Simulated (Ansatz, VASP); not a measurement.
# Cross-check of Sn between VASP and Ansatz

Aim: how closely do two programs agree when they are given the same cell, functional and k mesh? The cell is taken from a series of VASP runs on this material, whose earlier steps may have relaxed, scaled or displaced it; both programs get it as it stands.

Method: plane waves, with VASP 6.6.1 beside it; zone-centre phonons at PBE with D3(BJ), in Ansatz 0.2.0.

### 1. The structure

The structure is tetragonal, space group I4_1/amd (No. 141). Conventional cell: a = 5.797 Å, b = 5.797 Å, c = 3.236 Å, α = 90.00°, β = 90.00°, γ = 90.00°. Sn has 6 Sn at 3.01 to 3.24 Å nearest.

### 2. Ansatz: zone-centre phonons, PBE with D3(BJ)

Ansatz runs on its default PAW (the set named soft_2) files.

Second derivatives magnify differences that forces hide, and they need a tight electronic threshold.

Contents of input.yaml:

```yaml
crystal:
  lattice:
    - [-2.8984441621, 2.8984441621, 1.6181218377]
    - [2.8984441621, -2.8984441621, 1.6181218377]
    - [2.8984441621, 2.8984441621, -1.6181218377]
  atoms:
    - { symbol: Sn, position: [0.0, 0.0, 0.0] }
    - { symbol: Sn, position: [0.75, 0.25, 0.5] }
hamiltonian:
  xc: pbe
  pseudopotentials: { kind: paw }
  dispersion: d3bj
kpoints:
  mp_grid: { grid: [14, 14, 14] }
scf:
  occupations: { method: methfessel_paxton, width: 0.2 }
phonons:
  method: dfpt
  qpoints: [[0, 0, 0]]
```

Command:

```console
$ ansatz run input.yaml --threads 4 --pin off --max-ram 9216MiB --backend cpu --events-out ev --progress --plain --runs-dir out
```

Numbers of over 12 decimals in the logs are rounded to 6 here.

Log:

```text
zone centre: on kpoints.mp_grid the ground state, and the responses unless they are solved on pairs of k-points, stand on 428 of the mesh's 2744 k-points, reduced under 4 symmetry operations, with k and −k counted as one. Each operation leaves every solved displacement unchanged or reverses it
Engine: ansatz 0.2.0, aarch64-unknown-linux-gnu
Pseudopotentials: kind: paw
Pseudopotential: Sn, paw, valence charge 14, recommended cutoff 420 eV (normal), Sn.paw.azcp
Functional definition: PBE
  parameter kappa = 0.804
  parameter beta = 0.066725
  exchange = pbe_x(kappa = kappa, mu = beta*pi^2/3)
  correlation = pbe_c(beta = beta)
Crystal: 2 atoms, lattice volume = 54.375 Å³
Basis set: ecut = 420 eV, 1077 PW (Γ), exchange–correlation on 64×64×64 points (8 copies of the dense FFT grid, shifted against one another)
Bands: 18, of which v1, the nominal top of the filled ones, is band 14 counted from 1 (13 counted from 0)
Symmetry: 16 space group operations
k-points: 428 of 2744 (irreducible under 4 space group operations, time reversal used)
Non-local potential: Sn, projectors of the file, l = 0: 2, l = 1: 2, l = 2: 2, l = 3: 2
PAW form: soft (Blöchl's): semilocal exchange-correlation on the pseudo side does not see the compensation charge
PAW one-centre angular grid: Sn, 590 points (default); XC on 64 Gauss nodes
Initial density: superposition of atomic densities (neutral atoms: chi_scale 0, normalization atom), corrected by the library's trained network
Initial wavefunctions: pseudopotential atomic-orbital guess
Functional: x = pbe(κ = 0.804, μ = 0.219515), c = pbe(β = 0.066725)
SCF iter   1: F=—  HF=-12049.097380 eV  |F-HF|=—  |Δ(HF+E_count)|=         —  Δρ=1.18e-3  dr2=5.47e-4  ethr=1.77e-3  ⟨swp⟩=5.3  Hψ=37003  notcnv=0
preconditioner: auto → Kerker (q_TF=auto, 2.443 Å⁻¹)  [metal: Δε(μ)=0.012 eV  Ē_g=20.258 eV  σ=0.200 eV  W_gap=0.05  n_scr=16 (ndim 8)  ℏωp=26.6 eV  f_vac=0.000  D(μ)=0.95/eV (n_scr^D=4)]
SCF iter   2: F=—  HF=-12049.096307 eV  |F-HF|=—  |Δ(HF+E_count)|=   1.07e-3  S|Δr|=    0.00e0  Δρ=7.43e-4  dr2=2.65e-4  ethr=1.95e-6  ⟨swp⟩=2.0  Hψ=16857  notcnv=0
SCF iter   3: F=—  HF=-12049.096283 eV  |F-HF|=—  |Δ(HF+E_count)|=   2.43e-5  S|Δr|=    0.00e0  Δρ=3.81e-4  dr2=7.40e-5  ethr=9.48e-7  ⟨swp⟩=2.1  Hψ=13695  notcnv=0
SCF iter   4: F=—  HF=-12049.096304 eV  |F-HF|=—  |Δ(HF+E_count)|=   2.15e-5  S|Δr|=    0.00e0  Δρ=1.69e-4  dr2=8.93e-6  ethr=2.64e-7  ⟨swp⟩=2.0  Hψ=13687  notcnv=0
SCF iter   5: F=—  HF=-12049.096296 eV  |F-HF|=—  |Δ(HF+E_count)|=   8.37e-6  S|Δr|=    0.00e0  Δρ=5.76e-5  dr2=1.02e-6  ethr=3.19e-8  ⟨swp⟩=2.0  Hψ=12663  notcnv=0
SCF iter   6: F=—  HF=-12049.096295 eV  |F-HF|=—  |Δ(HF+E_count)|=   4.73e-7  S|Δr|=    0.00e0  Δρ=8.16e-6  dr2=2.00e-8  ethr=3.66e-9  ⟨swp⟩=2.0  Hψ=13676  notcnv=0
SCF iter   7: F=—  HF=-12049.096295 eV  |F-HF|=—  |Δ(HF+E_count)|=   1.35e-8  S|Δr|=    0.00e0  Δρ=3.41e-7  dr2=4.42e-11  ethr=7.16e-11  ⟨swp⟩=2.0  Hψ=13672  notcnv=0
SCF iter   8: F=-12049.096295 eV  HF=-12049.096295 eV  |F-HF|=1.09e-11  |Δ(HF+E_count)|=  2.55e-11  S|Δr|=    0.00e0  Δρ=1.16e-7  dr2=7.08e-12  ethr=1.00e-12  ⟨swp⟩=6.4  Hψ=35654  notcnv=0
SCF 1 converged in 8 iterations: F = -12049.096295 eV  dr2 = 7.08e-12
  greatest PAW one-centre occupation: 0.991 electrons in one spin orbital (limit 2), on the Sn atom at site 1 (counted from 0), in its partial waves of l = 2
DFPT response loops at Γ: preconditioner auto → Kerker (q_TF=auto, 2.443 Å⁻¹) (partly filled bands, converged f_vac=0.000); β = 1.00, the filter's whole step (`scf.mixing.beta` (0.50) is not read by the response loops under this deck's `scf.mixing.preconditioner`; to damp them name `kerker` or `kerker_dos`, under which they read `scf.mixing.beta`, and type it under 1.00, their step now; both keys bind the ground state too); Broyden in place of MSR1
SCF converged after 8 iterations
Stability not checked: this state was not tested for a lower state beside it, because cold or Methfessel-Paxton smearing, or corrected tetrahedra, fill the levels in a way that the test cannot read (fill_not_monotonic; see scf.lower_state_search)
Free energy (F): -12049.096295 eV
Harris-Foulkes:  -12049.096295 eV  (|F-HF|=1.09e-11)
Internal energy: -12049.096256 eV  (E = F + TS)
E sigma→0 (E₀):  -12049.096285 eV
Entropy (-TS):   -0.000039 eV (-0.020 meV/atom)
Fermi energy:    10.700170 eV
Step filling:    the computed levels leave a gap of 0.0130 eV = 0.1 smearing widths at the electron count; against every level under it full and every level over it empty, smearing changes F+E_penalty+E_count by -0.277 meV and its σ→0 estimate by -0.267 meV
--- Per-component energies (eV) ---
  E_band       = -164.769560
  E_kinetic    = 373.535828
  E_local      = -1702.849406  (includes V_loc(G=0)·N_el)
  E_nonlocal   = -64.699188
  E_hartree    = 1065.997400
  E_xc         = -765.329042
  E_vxc        = -192.384447  (∫ρ·V_xc dr)
  E_paw        = -8272.517593  (= ΣΔE_a)
  E_vpaw       = -710.367304  (= ΣTr[D̂ρ^β])
  E_aug_tail   = -0.000001  (compensation charges beyond the density's cutoff)
  E_ewald      = -2682.456178
  E_disp       = -0.778077  (pairwise vdW)
  E_smearing   = -0.000039  (= −TS)
  E_closure    = 0.000000  (closes the sum)
  Σ components = -12049.096295   (vs F -12049.096295, Δ=0.00e0)
--- Band table (eV; the first three rows and the last of 428) ---
  k-point 0: bands = [... 10 lower, -0.4045, 7.3259, 8.8311, 8.8311, 13.7752, 17.1261, 17.1261, 17.1884]
  k-point 1: bands = [... 10 lower, -0.3577, 6.8585, 8.8865, 9.2049, 13.9962, 16.5288, 16.8626, 17.2126]
  k-point 2: bands = [... 10 lower, -0.2173, 5.9967, 9.0520, 9.8036, 14.6412, 15.6899, 16.2252, 17.0364]
  k-point 427: bands = [... 10 lower, 3.2792, 3.2792, 5.9340, 5.9340, 15.3101, 15.3101, 20.4106, 20.4106]
--- Phonons (Γ-DFPT): 2 representative perturbations + reference, on 428 of 2744 k-points (Σ response iterations 6) ---
  k mesh reduced under 4 symmetry operations, with k and −k counted as one. Each operation leaves every solved displacement unchanged or reverses it
  ASR residual: 1.323e-4 → 0.000e0 eV/Å²; symmetrization residual: 5.833e-12 eV/Å²
  pairwise dispersion correction: d3bj (s6 = 1.0, s8 = 0.7875, a1 = 0.4289, a2_bohr = 4.4407), with the weights of each atom's references fixed at the reference crystal's, and the forces and stress that the weights' published response gives there kept as a pressure on the atom's counted neighbours (hamiltonian.dispersion)
  ASR residual per site (eV/Å²): 1.32e-4 1.32e-4
  Γ frequencies (cm⁻¹): 0.00 0.00 0.00 47.34 137.82 137.82
  non-analytic LO–TO correction: not included (Born effective charges unavailable; polar crystals: no LO–TO splitting at Γ)
--- Phonons (arbitrary-q DFPT): 1 explicit q-point ---
  q = [0, 0, 0] (of the zone-centre solve; hermiticity 1.36e-12, symmetrization 1.12e-12): -0.00 0.00 0.00 47.34 137.82 137.82
  sum rule: each row above includes the acoustic sum rule's correction from the zone centre's row sums; it moved no ω² by more than (0.55 cm⁻¹)²
```

Wall time 33 s (4 threads of Arm Neoverse V1, shared host); peak memory 1.5 GiB.

### 3. VASP: zone-centre phonons, PBE with D3(BJ)

The same cell, functional, mesh and smearing now go to VASP, with its own data sets and cutoff.

Lines of VASP's logs that name or quote its potential files are left out, and so is its time.

Contents of INCAR:

```
SYSTEM = Sn
PREC = Accurate
ENCUT = 400
EDIFF = 1E-08
NELM = 100
ISMEAR = 1
SIGMA = 0.2
LREAL = .FALSE.
ALGO = Normal
GGA = PE
IVDW = 12
NBANDS = 20
LORBIT = 11
LWAVE = .FALSE.
LCHARG = .FALSE.
KPAR = 2
IBRION = 6
NFREE = 2
POTIM = 0.015
ISIF = 2
NSW = 1
```

Contents of POSCAR:

```
Sn
1.0
   -2.8984441621      2.8984441621      1.6181218377
    2.8984441621     -2.8984441621      1.6181218377
    2.8984441621      2.8984441621     -1.6181218377
Sn
2
Direct
    0.0000000000      0.0000000000      0.0000000000
    0.7500000000      0.2500000000      0.5000000000
```

Contents of KPOINTS:

```
Automatic mesh
0
Gamma
14 14 14
0 0 0
```

The projector-augmented-wave data sets are Sn_d (PBE family, release 64).

Command:

```console
$ mpirun -np 2 vasp_std
```

Log:

```text
[banner, memory and clock lines left out]
running    2 mpi-ranks, on    1 nodes
 distrk:  each k-point on    1 cores,    2 groups
 distr:  one band on    1 cores,    1 groups

 POSCAR found type information on POSCAR Sn
 POSCAR found :  1 types and       2 ions
 LDA part: xc-table for (Slater+PW92), standard interpolation
 POSCAR, INCAR and KPOINTS ok, starting setup
 FFT: planning ... GRIDC
 FFT: planning ... GRID_SOFT
 FFT: planning ... GRID
 WAVECAR not read
 entering main loop
       N       E                     dE             d eps       ncg     rms          rms(c)
DAV:   1     0.202148984318E+03    0.20215E+03   -0.12736E+04  9868   0.188E+03
DAV:   2     0.120577601601E+02   -0.19009E+03   -0.18676E+03  9848   0.411E+02
DAV:   3    -0.702079469287E+01   -0.19079E+02   -0.18931E+02 11112   0.129E+02
DAV:   4    -0.758496722928E+01   -0.56417E+00   -0.56372E+00 11064   0.250E+01
DAV:   5    -0.760770577002E+01   -0.22739E-01   -0.22738E-01 13576   0.455E+00    0.240E+00
DAV:   6    -0.759094885604E+01    0.16757E-01   -0.32380E-02 13280   0.262E+00    0.134E+00
DAV:   7    -0.758654753211E+01    0.44013E-02   -0.19817E-02 13204   0.205E+00    0.167E-01
DAV:   8    -0.758649902608E+01    0.48506E-04   -0.21752E-03 11604   0.626E-01    0.361E-02
DAV:   9    -0.758650498866E+01   -0.59626E-05   -0.65274E-05 13300   0.791E-02    0.130E-02
DAV:  10    -0.758650403665E+01    0.95201E-06   -0.81586E-06 12280   0.362E-02    0.197E-03
DAV:  11    -0.758650403216E+01    0.44888E-08   -0.47879E-07 11284   0.859E-03    0.122E-03
DAV:  12    -0.758650369082E+01    0.34134E-06   -0.46178E-08 10184   0.225E-03    0.273E-04
DAV:  13    -0.758650370920E+01   -0.18381E-07   -0.30256E-09  6692   0.575E-04    0.878E-05
DAV:  14    -0.758650370467E+01    0.45384E-08   -0.97038E-10  6124   0.351E-04
   1 F= -.83643421E+01 E0= -.83643300E+01  d E =-.364312E-04
[...]
2 F= -.83638770E+01 E0= -.83638673E+01  d E =-.291027E-04
[...]
3 F= -.83638770E+01 E0= -.83638673E+01  d E =-.290974E-04
[...]
4 F= -.83642816E+01 E0= -.83642692E+01  d E =-.372605E-04
 Finite differences progress:
  Degree of freedom:   2/  2
  Displacement:        1/  2
  Total:               3/  4
 bond charge predicted
       N       E                     dE             d eps       ncg     rms          rms(c)
DAV:   1    -0.757809355629E+01    0.83496E-02   -0.33304E+00 19048   0.113E+01    0.140E-01
DAV:   2    -0.758640535681E+01   -0.83118E-02   -0.83874E-02 24004   0.262E+00    0.558E-02
DAV:   3    -0.758644217302E+01   -0.36816E-04   -0.55142E-04 20228   0.216E-01    0.427E-02
DAV:   4    -0.758644248604E+01   -0.31302E-06   -0.55413E-05 22756   0.962E-02    0.140E-02
DAV:   5    -0.758644342900E+01   -0.94296E-06   -0.43588E-06 22732   0.196E-02    0.188E-03
DAV:   6    -0.758644314854E+01    0.28046E-06   -0.39354E-07 20116   0.898E-03    0.624E-04
DAV:   7    -0.758644312411E+01    0.24427E-07   -0.24459E-08 13752   0.196E-03    0.131E-04
DAV:   8    -0.758644315811E+01   -0.33996E-07   -0.73435E-09 10320   0.125E-03    0.480E-05
DAV:   9    -0.758644315615E+01    0.19540E-08   -0.18586E-09  9952   0.501E-04
   5 F= -.83642816E+01 E0= -.83642692E+01  d E =-.372612E-04
 Finite differences progress:
  Degree of freedom:   2/  2
  Displacement:        2/  2
  Total:               4/  4
```

OUTCAR, selected parts (step 3):

```text
ion  position               nearest neighbor table
   1  0.000  0.000  0.000-   2 3.01   2 3.01   2 3.01   2 3.01
   2  0.750  0.250  0.500-   1 3.01   1 3.01   1 3.01   1 3.01

  LATTYP: Found a body centered tetragonal cell.
 ALAT       =     5.7968883242
 C/A-ratio  =     0.5582725584

 Subroutine GETGRP returns: Found 16 space group operations
 (whereof  8 operations were pure point group operations)

The static configuration has the point symmetry D_2d.
 The point group associated with its full space group is D_4h.

 Found    244 irreducible k-points:

   k-points           NKPTS =    244   k-points in BZ     NKDIM =    244   number of bands    NBANDS=     20

   dimension x,y,z NGX =    30 NGY =   30 NGZ =   30
   dimension x,y,z NGXF=    60 NGYF=   60 NGZF=   60

   ENCUT  =  400.0 eV  29.40 Ry    5.42 a.u.   7.19  7.19  7.19*2*pi/ulx,y,z

   NELECT =      28.0000    total number of electrons

 k-points in reciprocal lattice and weights: Automatic mesh
   0.00000000  0.00000000  0.00000000       0.000
   0.07142857 -0.00000000  0.00000000       0.003
   0.14285714  0.00000000  0.00000000       0.003
   0.21428571  0.00000000 -0.00000000       0.003
   0.28571429  0.00000000  0.00000000       0.003
   0.35714286  0.00000000 -0.00000000       0.003
   0.42857143  0.00000000 -0.00000000       0.003
   0.50000000 -0.00000000  0.00000000       0.001
   0.07142857  0.07142857  0.00000000       0.003
[...]
-0.42857143 -0.42857143  0.42857143       0.001
   0.50000000  0.50000000  0.50000000       0.000

 Edisp (eV)   -0.77784

 average (electrostatic) potential at core
       1 -99.0870       2 -99.0870

 E-fermi :   7.9377

 k-point     1 :       0.0000    0.0000    0.0000
  band No.  band energies     occupation
    ...
     10     -13.2010      2.00000
     11      -3.1669      2.00000
     12       4.5619      2.00000
     13       6.0627      2.00000
     14       6.0758      2.00000
     15      11.0150     -0.00000
     16      14.3477      0.00000
     17      14.3758      0.00000
     18      14.4254      0.00000
     19      14.5182      0.00000
    ...

 k-point     2 :       0.0714   -0.0000    0.0000
  band No.  band energies     occupation
    ...
     10     -13.2046      2.00000
     11      -3.0683      2.00000
     12       4.3791      2.00000
     13       6.0631      2.00000
     14       6.4432      2.00000
     15      11.1867     -0.00000
     16      13.4114      0.00000
     17      13.6617      0.00000
     18      14.1449      0.00000
     19      14.3305      0.00000
    ...

 k-point     3 :       0.1429    0.0000    0.0000
  band No.  band energies     occupation
    ...
     10     -13.2141      2.00000
     11      -2.7725      2.00000
     12       4.0945      2.00000
     13       6.0781      2.00000
     14       7.2661      2.00002
     15      11.5739     -0.00000
     16      11.6740     -0.00000
     17      12.1408      0.00000
     18      13.4294      0.00000
     19      13.9972      0.00000
    ...

 Edisp (eV)   -0.77784

  Total       0.21793     0.11022    -0.29145     0.00000     0.00000     0.00000
  in kB       6.42150     3.24777    -8.58770     0.00000     0.00000     0.00000
  external pressure =        0.36 kB  Pullay stress =        0.00 kB

  energy-cutoff  :      400.00
  volume of cell :       54.38
      direct lattice vectors                 reciprocal lattice vectors
    -2.898444162  2.898444162  1.618121838     0.000000000  0.172506342  0.309000218
     2.898444162 -2.898444162  1.618121838     0.172506342  0.000000000  0.309000218
     2.898444162  2.898444162 -1.618121838     0.172506342  0.172506342  0.000000000

 POSITION                                       TOTAL-FORCE (eV/Angst)
 -----------------------------------------------------------------------------------
      0.00000      0.00000     -0.01500         0.000000     -0.000000      0.007569
      0.00000      2.89844      0.80906        -0.000000      0.000000     -0.007569
 -----------------------------------------------------------------------------------
    total drift:                               -0.000001     -0.000001     -0.000137

  FREE ENERGIE OF THE ION-ELECTRON SYSTEM (eV)
  ---------------------------------------------------
  free  energy   TOTEN  =        -8.3642816279 eV

  energy  without entropy=       -8.3642443667  energy(sigma->0) =       -8.36426921

 Eigenvectors and eigenvalues of the dynamical matrix
 ----------------------------------------------------

   1 f  =    4.131343 THz    25.957995 2PiTHz  137.806774 cm-1    17.085855 meV
             X         Y         Z           dx          dy          dz
      0.000000  0.000000  0.000000     0.000000   -0.707107    0.000000
      0.000000  2.898444  0.809061     0.000000    0.707107    0.000000

   2 f  =    4.131343 THz    25.957995 2PiTHz  137.806774 cm-1    17.085855 meV
             X         Y         Z           dx          dy          dz
      0.000000  0.000000  0.000000    -0.707107    0.000000    0.000000
      0.000000  2.898444  0.809061     0.707107    0.000000    0.000000

   3 f  =    1.441069 THz     9.054505 2PiTHz   48.068895 cm-1     5.959781 meV
             X         Y         Z           dx          dy          dz
      0.000000  0.000000  0.000000     0.000000    0.000000   -0.707107
      0.000000  2.898444  0.809061     0.000000    0.000000    0.707107

   4 f  =    0.000000 THz     0.000000 2PiTHz    0.000000 cm-1     0.000000 meV
             X         Y         Z           dx          dy          dz
      0.000000  0.000000  0.000000     0.707107    0.000000    0.000000
      0.000000  2.898444  0.809061     0.707107    0.000000    0.000000

   5 f  =    0.000000 THz     0.000000 2PiTHz    0.000000 cm-1     0.000000 meV
             X         Y         Z           dx          dy          dz
      0.000000  0.000000  0.000000     0.000000    0.707107    0.000000
      0.000000  2.898444  0.809061     0.000000    0.707107    0.000000

   6 f/i=    0.000000 THz     0.000000 2PiTHz    0.000000 cm-1     0.000000 meV
             X         Y         Z           dx          dy          dz
      0.000000  0.000000  0.000000     0.000000    0.000000    0.707107
      0.000000  2.898444  0.809061     0.000000    0.000000    0.707107

 ELASTIC MODULI CONTR FROM IONIC RELAXATION (kBar)
 Direction    XX          YY          ZZ          XY          YZ          ZX
 --------------------------------------------------------------------------------
 XX        -752.9982    752.9982      0.0000      0.0000      0.0000      0.0000
 YY         752.9982   -752.9982      0.0000      0.0000      0.0000      0.0000
 ZZ           0.0000      0.0000      0.0000      0.0000      0.0000      0.0000
 XY           0.0000      0.0000      0.0000      0.0000      0.0000      0.0000
 YZ           0.0000      0.0000      0.0000      0.0000    -46.7557      0.0000
 ZX           0.0000      0.0000      0.0000      0.0000      0.0000    -46.7559
 --------------------------------------------------------------------------------

 total charge
# of ion       s       p       d       tot
------------------------------------------
    1        1.234   1.018   9.975  12.228
    2        1.234   1.018   9.975  12.228
--------------------------------------------------
tot          2.469   2.036  19.951  24.456

[... 3 further parts left out ...]
```

CONTCAR:

```
Sn
   1.00000000000000
    -2.8984441621000001    2.8984441621000001    1.6181218377000000
     2.8984441621000001   -2.8984441621000001    1.6181218377000000
     2.8984441621000001    2.8984441621000001   -1.6181218377000000
  Sn
     2
Direct
    -0.0046350032644393   -0.0046350032644393    0.0000000000000000
     0.7500000000000000    0.2500000000000000    0.5000000000000000
```

The last energy, forces, stress and levels in OUTCAR belong to the last displaced cell, not to the cell of POSCAR.

### 4. Comparison

Known differences besides the potentials themselves: the cutoff is 420 eV in Ansatz and 400 eV in VASP; VASP leaves aspherical gradient terms in its spheres out (LASPH is not set), Ansatz keeps them; Ansatz takes the dispersion share of the force constants at frozen C6 weights, VASP differentiates the full forces; VASP uses finite displacements, Ansatz perturbation theory. Total energies have different zeros and are not compared.

Compared:

| quantity | Ansatz | VASP | difference |
| --- | --- | --- | --- |
| optical mode 1 (cm⁻¹) | 47.3 | 48.1 | -0.7 |
| optical mode 2 to 3 (cm⁻¹) | 137.8 | 137.8 | +0.01 % |

Modes are paired by rising frequency and degeneracy, not by their patterns, so a pair may still set unlike modes beside each other.

### 5. Summary of results

```json
{
  "r.m.s. difference of the optical zone-centre modes, each program's sorted by frequency (zone-centre phonons, PBE with D3(BJ))": "0.42 cm⁻¹"
}
```

What this shows: The r.m.s. difference of the optical zone-centre modes, each program's sorted by frequency is 0.42 cm⁻¹ (zone-centre phonons, PBE with D3(BJ)). 1 further run of this series is not shown here. Such differences can come from data sets, numerical settings and the points named under the comparisons, not from the functional's error against experiment.

[Lines on the potential files, build, host, timing and source positions are cut from VASP's logs without a mark.]

[Logs are printed without paths, hosts, clocks, repeated set-up lines and the standing remarks that a program may print on its own settings, such as how far it seeks lower states.]

[Hosts, paths, dates, database ids (printed as entryN), source tags and the programs' standing remarks are cut or masked in the printed files.]
